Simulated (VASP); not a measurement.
SrCl2: transverse stress against strain

SrCl2 (fluorite, Fm-3m, 27.617 Å³/atom and stress up to 0.09 GPa in the relaxed cell, cube axes along x, y and z) under a strain ε along a cube axis (axis z), the other axes held. PBEsol in VASP (plane waves, PAW), 480 eV, 8×8×8 Γ-centred mesh, Gaussian smearing 0.05 eV; ions are relaxed, or left where forces stay under 0.02 eV/Å, within the symmetry of each cell. Stress is positive for a compressed cell.

Here s stands for strain and y for stress xx.

| strain (%) | stress xx (GPa) |
|---|---|
| -3.00 | ? |
| -1.50 | 0.24 |
| -1.00 | 0.12 |
| -0.50 | 0.02 |
| 0.00 | -0.09 |
| 0.50 | -0.19 |
| 1.00 | -0.29 |
| 1.50 | -0.38 |

Taking a straight line for y over the 7 complete rows: Means: s 0, y -0.081. About the means, the sum of products is -1.4450 and the sum of squares of s is 7.0000; the slope is their ratio. Least squares gives y = -0.081 - 0.2064·s. Residuals (row less fit): 0.011, -0.005, -0.002, -0.009, -0.006, -0.003, 0.011; standard error 0.009 (degrees of freedom: 5). The slope gives the elastic constant C12 = 20.6 ± 0.3 GPa (± standard error of the fit, which holds the terms cut off).

Task: Predict the withheld y at s = -3.00 from the fit, and compare with the calculation.

Result: y = -0.081 - 0.2064 × (-3.0) = 0.538 GPa. The calculation gives 0.60 GPa, 0.062 GPa above the prediction (6.3 % of the range of y in the table). The row lies outside the fitted rows, so this is an extrapolation. From the scatter of the fitted rows alone, a prediction at this place has a standard error of 0.014 GPa, so the miss is 4.4 times that.

A polynomial of degree 2 through the 12 other runs of the series gives 0.60 there, so most of the miss is curvature that the fit leaves out. Rows are the converged runs of the series near zero and its far end, less any whose ions stayed unrelaxed beside relaxed ones; series whose fitted rows scatter by over a few per cent of the range, as at a crossing or softening among them, aren't shown in this form. Most that stay on the fit to the last digits aren't either.
